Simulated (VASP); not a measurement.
Data:

```xyz
17
Lattice="5.7074 0.0000 0.0000 2.8537 4.9428 0.0000 0.0000 0.0000 20.9410" Properties=species:S:1:pos:R:3 pbc="T T T"
Al     2.8644     4.9279     6.9612
Al     5.6967     4.9279     6.9612
Al     1.4269     2.4377     6.9687
Al     4.2806     2.4528     6.9948
Al     1.4269     0.7859     9.2647
Al     4.2806     0.7838     9.3402
Al     2.8491     3.2599     9.3463
Al     5.7120     3.2599     9.3463
Al     5.7243     1.5854    11.6258
Al     2.8369     1.5854    11.6258
Al     7.1343     4.0691    11.7140
Al     4.2806     4.0821    11.6273
Al     2.7918     4.8304    14.1719
Al     5.7694     4.8304    14.1719
Al     1.4269     2.4641    14.1645
Al     4.2806     2.3977    13.8127
N      1.4269     0.7474    14.8307
```

These are PBE GGA, VASP's PBE PAW potentials (set 64) (plane waves; VASP) values and carry that method's errors. Settings: PREC = Normal, 400 eV cut-off, 5×5×1 Γ-centred mesh, first-order Methfessel-Paxton smearing of 0.10 eV, potentials Al N.

Task: Predict the energy per atom (σ→0), band gap (on the k-mesh) with the smallest direct gap where there is one.

Result: 
```json
{
 "band gap (on the k-mesh)": "none (metal, semimetal or under 0.01 eV)",
 "energy per atom (σ→0)": "-3.920 eV/atom"
}
```

Only differences to runs with the same potentials and settings are physical.

The cell is a thin slab with vacuum, built from Al (fcc): (111) face, N adsorbed.
